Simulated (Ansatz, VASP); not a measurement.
# Cross-check of Ta2P (Ta2P (Pnnm)) between VASP and Ansatz, part 2 of 2

One calculation is typed for both programs; each brings its own data sets. How far apart do they land? Of the first pair: The structure shown is the start of the Ansatz relaxation below; VASP solves that cell, so the two are compared at the walk's first step.

VASP 6.6.1 and Ansatz 0.2.0.

So far. Step 3 (VASP: single point, PBEsol, start cell, pair 1): The run ends at a pressure of -3.76 GPa, with forces up to 0.059 eV/Å.

## (4) Differences

Known differences besides the potentials themselves: the data sets hold 372 valence electrons in Ansatz (on its default PAW (the set named soft_2) files) and 324 in VASP; the cutoff is 420 eV in Ansatz and 400 eV in VASP (PREC = Accurate, projectors in real space); Ansatz makes its cores anew for this functional, VASP keeps those of its PBE data sets. Total energies have different zeros and are not compared.

Forces on 10 of the 36 atoms, those with the largest forces and the largest differences (eV/Å; atoms numbered as in POSCAR):

| atom | Ansatz x, y, z | VASP x, y, z |
| --- | --- | --- |
| Ta10 | 0.026, 0.037, 0.000 | 0.014, 0.020, 0.000 |
| Ta11 | -0.026, 0.037, 0.000 | -0.014, 0.020, 0.000 |
| Ta12 | 0.026, -0.037, 0.000 | 0.014, -0.020, 0.000 |
| Ta13 | 0.044, 0.010, 0.000 | 0.059, 0.003, 0.000 |
| Ta14 | -0.044, -0.010, 0.000 | -0.059, -0.003, 0.000 |
| Ta15 | 0.044, -0.010, 0.000 | 0.059, -0.003, 0.000 |
| Ta21 | -0.051, -0.037, 0.000 | -0.033, -0.038, 0.000 |
| Ta22 | 0.051, 0.037, 0.000 | 0.033, 0.038, 0.000 |
| Ta23 | -0.051, 0.037, 0.000 | -0.033, 0.038, 0.000 |
| Ta24 | 0.051, -0.037, 0.000 | 0.033, -0.038, 0.000 |

The forces differ by 6.9 meV/Å r.m.s., which is 33.8 % of the r.m.s. force of 0.020 eV/Å (both taken over all components).

## (5) Ansatz: relaxation, PBEsol

This run makes the geometry at which the two programs are then compared. The cell compared in this pair holds 559.95 Å³, against 570.09 Å³ for the pair before.

The structure compared here is the end of the Ansatz relaxation.

This is the run of step 2 again, met here at its other cell.

## (6) VASP: single point, PBEsol, relaxed cell, pair 2

The same cell, functional, mesh and smearing now go to VASP, with its own data sets.

INCAR reads:

```
SYSTEM = Ta2P
PREC = Accurate
ENCUT = 500
EDIFF = 1E-06
NELM = 120
ISMEAR = -1
SIGMA = 0.05
LREAL = Auto
ALGO = Normal
GGA = PS
NBANDS = 188
LASPH = .TRUE.
LORBIT = 11
LWAVE = .FALSE.
LCHARG = .FALSE.
ISIF = 2
GGA_COMPAT = .FALSE.
KPAR = 4
```

POSCAR reads:

```
Ta2P
1.0
   11.5088905929      0.0000000000      0.0000000000
    0.0000000000     14.3862694698      0.0000000000
    0.0000000000      0.0000000000      3.3819432203
Ta P
24 12
Direct
    0.4700080168      0.3905168932      0.0000000000
    0.5299919832      0.6094831068      0.0000000000
    0.9700080168      0.1094831068      0.5000000000
    0.0299919832      0.8905168932      0.5000000000
    0.8036009822      0.2047907611      0.0000000000
    0.1963990178      0.7952092389      0.0000000000
    0.3036009822      0.2952092389      0.5000000000
    0.6963990178      0.7047907611      0.5000000000
    0.8776806568      0.4221430424      0.0000000000
    0.1223193432      0.5778569576      0.0000000000
    0.3776806568      0.0778569576      0.5000000000
    0.6223193432      0.9221430424      0.5000000000
    0.9133111449      0.5798690475      0.5000000000
    0.0866888551      0.4201309525      0.5000000000
    0.4133111449      0.9201309525      0.0000000000
    0.5866888551      0.0798690475      0.0000000000
    0.4214946235      0.7549749291      0.5000000000
    0.5785053765      0.2450250709      0.5000000000
    0.9214946235      0.7450250709      0.0000000000
    0.0785053765      0.2549749291      0.0000000000
    0.3481672026      0.5228901049      0.5000000000
    0.6518327974      0.4771098951      0.5000000000
    0.8481672026      0.9771098951      0.0000000000
    0.1518327974      0.0228901049      0.0000000000
    0.8156934951      0.8479611692      0.5000000000
    0.1843065049      0.1520388308      0.5000000000
    0.3156934951      0.6520388308      0.0000000000
    0.6843065049      0.3479611692      0.0000000000
    0.2558808634      0.9169372680      0.5000000000
    0.7441191366      0.0830627320      0.5000000000
    0.7558808634      0.5830627320      0.0000000000
    0.2441191366      0.4169372680      0.0000000000
    0.0779461375      0.7052597850      0.5000000000
    0.9220538625      0.2947402150      0.5000000000
    0.5779461375      0.7947402150      0.0000000000
    0.4220538625      0.2052597850      0.0000000000
```

KPOINTS reads:

```
Automatic mesh
0
Gamma
4 3 11
0 0 0
```

Potentials, in the order of the species: Ta_pv and P (PBE family, release 64).

On the command line:

```console
$ mpirun -np 4 vasp_std
```

Numbers of over 12 decimals in the logs are rounded to 6 here.

The log of the run:

```text
[banner, memory and clock lines left out]
running    4 mpi-ranks, on    1 nodes
[...]
[... a notice as in an earlier step ...]

 LDA part: xc-table for (Slater+PW92), standard interpolation
 POSCAR, INCAR and KPOINTS ok, starting setup
[...]
entering main loop
       N       E                     dE             d eps       ncg     rms          rms(c)
DAV:   1     0.330585692431E+04    0.33059E+04   -0.16872E+05 13720   0.171E+03
DAV:   2    -0.161147398218E+03   -0.34670E+04   -0.33727E+04 14488   0.511E+02
DAV:   3    -0.406827443713E+03   -0.24568E+03   -0.23704E+03 17028   0.113E+02
DAV:   4    -0.416799595536E+03   -0.99722E+01   -0.96680E+01 16032   0.194E+01
[...]
DAV:  15    -0.399660562018E+03    0.45515E-05   -0.68716E-05 16568   0.253E-02    0.165E-02
DAV:  16    -0.399660560034E+03    0.19839E-05   -0.17803E-05 16112   0.177E-02    0.533E-03
DAV:  17    -0.399660559947E+03    0.87144E-07   -0.30354E-06 11768   0.619E-03
   1 F= -.39966056E+03 E0= -.39959985E+03  d E =-.121413E+00
```

From OUTCAR (step 6):

```text
  Total        1.2891714      1.1925977      1.0567035      0.0000000      0.0000000      0.0000000
  in kB        3.6886994      3.4123737      3.0235403      0.0000000      0.0000000      0.0000000
  external PRESSURE =       3.3748711 kB  Pullay stress =       0.0000000 kB

 POSITION                                       TOTAL-FORCE (eV/Angst)
 -----------------------------------------------------------------------------------
      5.40927      5.61808      0.00000         0.004963      0.013912      0.000000
      6.09962      8.76819      0.00000        -0.004963     -0.013912      0.000000
     11.16372      1.57505      1.69097         0.004963     -0.013912      0.000000
      0.34517     12.81122      1.69097        -0.004963      0.013912     -0.000000
      9.24856      2.94618      0.00000        -0.002198     -0.005060     -0.000000
      2.26033     11.44009      0.00000         0.002198      0.005060      0.000000
      3.49411      4.24696      1.69097        -0.002198      0.005060     -0.000000
      8.01478     10.13931      1.69097         0.002198     -0.005060      0.000000
     10.10113      6.07306      0.00000         0.009042      0.021361      0.000000
      1.40776      8.31321      0.00000        -0.009042     -0.021361      0.000000
      4.34669      1.12007      1.69097         0.009042     -0.021361      0.000000
      7.16221     13.26620      1.69097        -0.009042      0.021361      0.000000
     10.51120      8.34215      1.69097         0.013161     -0.013416      0.000000
      0.99769      6.04412      1.69097        -0.013161      0.013416      0.000000
[...]
-----------------------------------------------------------------------------------
    total drift:                               -0.000000      0.000000      0.000000

  FREE ENERGIE OF THE ION-ELECTRON SYSTEM (eV)
  ---------------------------------------------------
  free  energy   TOTEN  =      -399.6605599473 eV

  energy  without entropy=     -399.5391464640  energy(sigma->0) =     -399.59985321

[... 2 further parts left out ...]
[key lines of the parts left out:]
E-fermi :   8.0366
```

The run ends at a pressure of 0.34 GPa, with forces up to 0.023 eV/Å.

## (7) Differences

What differs besides the data sets and the points named for the pairs above, as far as they apply: the data sets hold 372 valence electrons in Ansatz (on its default PAW (the set named soft_2) files) and 324 in VASP; the cutoff is 420 eV in Ansatz and 500 eV in VASP (PREC = Accurate, projectors in real space); Ansatz's pressure holds a Pulay correction, VASP's none. Total energies have different zeros and are not compared.

The two programs side by side:

| quantity | Ansatz | VASP | difference |
| --- | --- | --- | --- |
| pressure (GPa) | -0.01 | 0.34 | -0.34 |

The largest component of a force difference here is 18 meV/Å.

## (8) What came out

```
r.m.s. force difference (single point, PBEsol, start cell, pair 1)   : 6.9 meV/Å
difference in pressure (single point, PBEsol, relaxed cell, pair 2)  : -0.34 GPa
r.m.s. force difference (single point, PBEsol, relaxed cell, pair 2) : 6.8 meV/Å
```

What this shows: The r.m.s. force difference is 6.9 meV/Å (single point, PBEsol, start cell, pair 1), within the 12 meV/Å picked in this series as the mark of a large difference. The data sets hold unlike numbers of valence electrons (372 in Ansatz and 324 in VASP), so part of the differences may come from the potentials. Such differences can come from data sets, numerical settings and the points named under the comparisons, not from the functional's error against experiment.

[Lines on the potential files, build, host, timing and source positions are cut from VASP's logs without a mark.]

[Logs are printed without paths, hosts, clocks, repeated set-up lines and the standing remarks that a program may print on its own settings, such as how far it seeks lower states.]

[Hosts, paths, dates, database ids (printed as entryN), source tags and the programs' standing remarks are cut or masked in the printed files.]
